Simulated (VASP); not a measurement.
# Li: surface energy and work function by face, part 2 of 2

Aim: compare the low-index faces of Li at one level of theory.

VASP 6.6.1; PBE; plane waves and PAW (Li).

So far. Step 6 (Surface relaxation, 9 atoms, face Li(100)): The run ended after 4 ionic steps, 0.007 eV below its first step, once the forces on the free atoms met EDIFFG = -0.03. Step 7 (Potential and states of the slab, 9 atoms, face Li(100)): The vacuum level lies 3.01 eV above the Fermi level at the upper face; both faces agree, as the slab has next to no dipole.

### 8. Surface relaxation, 11 atoms, face Li(111)

System of this step: Li(111). The cell holds 11 atoms: 11 Li. Its edges and angles: a = 4.863 Å, b = 4.863 Å, c = 24.927 Å, α = 90.0°, β = 90.0°, γ = 60.0°. It derives from Li. 11 layers of bcc Li, cut at this functional's lattice. Vacuum lies along c.

INCAR reads:

```
SYSTEM = Li
PREC = Normal
ENCUT = 320
EDIFF = 1E-05
NELM = 120
ISMEAR = 1
SIGMA = 0.15
LREAL = .FALSE.
ALGO = Fast
GGA = PE
NBANDS = 16
LORBIT = 11
LWAVE = .FALSE.
LCHARG = .FALSE.
KPAR = 4
LASPH = .TRUE.
IBRION = 2
NSW = 40
ISIF = 2
EDIFFG = -0.03
POTIM = 0.4
MAXMIX = 40
```

POSCAR reads:

```
Li
1.0
    4.8630899891      0.0000000000      0.0000000000
    2.4315449945      4.2115594714      0.0000000000
    0.0000000000      0.0000000000     24.9267408721
Li
11
Direct
    0.6666666700      0.6666666700      0.3008816900
    0.0000000000      0.0000000000      0.3407053500
    0.3333333300      0.3333333300      0.3805290200
    0.6666666700      0.6666666700      0.4203526800
    0.0000000000      0.0000000000      0.4601763400
    0.3333333300      0.3333333300      0.5000000000
    0.6666666700      0.6666666700      0.5398236600
    0.0000000000      0.0000000000      0.5796473200
    0.3333333300      0.3333333300      0.6194709800
    0.6666666700      0.6666666700      0.6592946500
    0.0000000000      0.0000000000      0.6991183100
```

KPOINTS reads:

```
Automatic mesh
0
Gamma
9 9 1
0 0 0
```

PAW data sets: Li (PBE family, release 64).

Started as:

```sh
mpirun -np 4 vasp_std
```

It took 86 s on 4 MPI ranks of AMD EPYC 7R13 (Zen 3), shared host; peak memory 0.97 GiB.

The run keeps the 12 symmetry operations of its start, so it cannot find a distortion of lower symmetry.

The steps of the relaxation:

```
step  energy less that of the first step (eV)  largest force (eV/Å)
   1                                   0.0000                0.1721
   2                                  -0.0038                0.1651
   3                                  -0.0143                0.1449
   4                                  -0.0309                0.1031
   5                                  -0.0464                0.0831
   6                                  -0.0466                0.0885
   7                                  -0.0497                0.0626
   8                                  -0.0530                0.0212
```

The atoms that moved most (Å):

```
atom     dx     dy      dz  length
 Li2  0.000  0.000   0.178   0.178
Li10  0.000  0.000  -0.178   0.178
 Li9  0.000  0.000   0.108   0.108
 Li3  0.000  0.000  -0.108   0.108
 Li8  0.000  0.000   0.089   0.089
 Li4  0.000  0.000  -0.089   0.089
 Li7  0.000  0.000  -0.083   0.083
 Li5  0.000  0.000   0.083   0.083
```

Final coordinates:

```
Li
1.0
     4.86309    0.00000    0.00000
     2.43154    4.21156    0.00000
     0.00000    0.00000   24.92674
Li
11
Direct
  0.66667 0.66667 0.29975
  0.00000 0.00000 0.34783
  0.33333 0.33333 0.37620
  0.66667 0.66667 0.41678
  0.00000 0.00000 0.46352
  0.33333 0.33333 0.50000
  0.66667 0.66667 0.53648
  0.00000 0.00000 0.58322
  0.33333 0.33333 0.62380
  0.66667 0.66667 0.65217
  0.00000 0.00000 0.70025
```

The run ended after 8 ionic steps, 0.053 eV below its first step, once the forces on the free atoms met EDIFFG = -0.03.

### 9. Potential and states of the slab, 11 atoms, face Li(111)

INCAR reads:

```
SYSTEM = Li
PREC = Normal
ENCUT = 320
EDIFF = 1E-06
NELM = 120
ISMEAR = 1
SIGMA = 0.15
LREAL = .FALSE.
ALGO = Fast
GGA = PE
NBANDS = 16
LORBIT = 11
LWAVE = .FALSE.
LCHARG = .TRUE.
KPAR = 4
LASPH = .TRUE.
IDIPOL = 3
LDIPOL = .TRUE.
DIPOL = 0.5 0.5 0.5
LVHAR = .TRUE.
LVACPOTAV = .TRUE.
NEDOS = 1500
```

POSCAR reads:

```
Li
1.0
    4.8630899891      0.0000000000      0.0000000000
    2.4315449945      4.2115594714      0.0000000000
    0.0000000000      0.0000000000     24.9267408721
Li
11
Direct
    0.6666666700      0.6666666700      0.2997471925
    0.0000000000      0.0000000000      0.3478343985
    0.3333333300      0.3333333300      0.3761950638
    0.6666666700      0.6666666700      0.4167842534
    0.0000000000      0.0000000000      0.4635190451
    0.3333333300      0.3333333300      0.5000000000
    0.6666666700      0.6666666700      0.5364809549
    0.0000000000      0.0000000000      0.5832157466
    0.3333333300      0.3333333300      0.6238049362
    0.6666666700      0.6666666700      0.6521656015
    0.0000000000      0.0000000000      0.7002528075
```

KPOINTS is that of step 8.

Started as:

```sh
mpirun -np 4 vasp_std
```

Wall time 37 s (4 MPI ranks); peak memory 0.89 GiB; 2.3 min of CPU time.

Zero at the Fermi level. The planar average of the electrostatic potential by height:

```
height (Å)  planar average of the electrostatic potential (eV)
       0.0                                                2.73
       0.5                                                2.73
       1.0                                                2.73
       1.5                                                2.73
       2.0                                                2.73
       2.5                                                2.73
       3.0                                                2.73
       3.5                                                2.73
       4.0                                                2.72
       4.5                                                2.71
       5.0                                                2.67
       5.5                                                2.58
       6.0                                                2.37
       6.5                                                1.86
       7.0                                               0.753
       7.5                                              -0.233
       8.0                                              0.0194
       8.5                                              -0.645
       9.0                                               -1.24
       9.5                                              -0.871
      10.0                                              -0.317
      10.5                                              -0.152
      11.0                                               0.288
      11.5                                              -0.366
      12.0                                              -0.653
      12.5                                              -0.841
      13.0                                              -0.614
      13.5                                              -0.272
      14.0                                               0.296
      14.5                                              -0.219
      15.0                                              -0.367
      15.5                                              -0.962
      16.0                                               -1.20
      16.5                                              -0.517
      17.0                                             -0.0110
      17.5                                              -0.183
      18.0                                               0.968
      18.5                                                1.97
      19.0                                                2.41
      19.5                                                2.60
      20.0                                                2.68
      20.5                                                2.71
      21.0                                                2.72
      21.5                                                2.73
      22.0                                                2.73
      22.5                                                2.73
      23.0                                                2.73
      23.5                                                2.73
      24.0                                                2.73
      24.5                                                2.73
```

The map of layer states is cut here 0.5 eV above the Fermi level, so it leaves out the states above that.

The vacuum level lies 2.73 eV above the Fermi level at the upper face; both faces agree, as the slab has next to no dipole.

The program found no field-free point at its default tolerance, but its printed level agrees with the flat part of the planar average.

On this mesh the fine structure of the density of states is sampling noise, and high empty states may be cut by the number of bands.

### 10. The faces side by side

This step: surfaces of a metal, PBE; plane waves and PAW (VASP 6.6.1).

Derived from the runs above.

Symmetric slabs, all atoms free. All faces:

```
   face  layers  area a surface atom (Å²)  work function (eV)  surface energy as cut (J/m²)  surface energy relaxed (J/m²)  change of the top spacing (%)
Li(110)       7                     8.361               3.181                        0.5057                         0.4986                          -3.94
Li(100)       9                     11.82               3.014                        0.4603                         0.4553                           3.66
Li(111)      11                     20.48               2.729                         0.557                         0.5363                          20.75
```

Each surface energy is the slab's energy less its number of atoms times the bulk energy of -1.8983 eV, over twice the cell's area.

### 11. Summary of results

| Item | Value |
| --- | --- |
| Li(110) | 0.50 J/m², 3.18 eV |
| Li(100) | 0.46 J/m², 3.01 eV |
| Li(111) | 0.54 J/m², 2.73 eV |

What this shows: The cheapest face is Li(100) at 0.46 J/m², against 0.50 for Li(110) and 0.54 for Li(111). The work functions are 3.18 eV for Li(110), 3.01 eV for Li(100) and 2.73 eV for Li(111). The densest face has the highest work function, as the smoothing of the electron density over an open face lowers the surface dipole. The densest face is not the cheapest here. The top spacing changes by -3.9 % on Li(110), +3.7 % on Li(100) and +20.8 % on Li(111). One thickness was run for each face, and bulk and slab meshes don't match, which leaves some hundredths of a J/m². The cells are 1 × 1 and can't reconstruct.

[Lines on the potential files, build, host, timing and source positions are cut from VASP's logs without a mark.]

[Logs are printed without paths, hosts, clocks, repeated set-up lines and the standing remarks that a program may print on its own settings, such as how far it seeks lower states.]

[Hosts, paths, dates, database ids (printed as entryN), source tags and the programs' standing remarks are cut or masked in the printed files.]

[Runs that stopped without an error message from VASP are left out.]
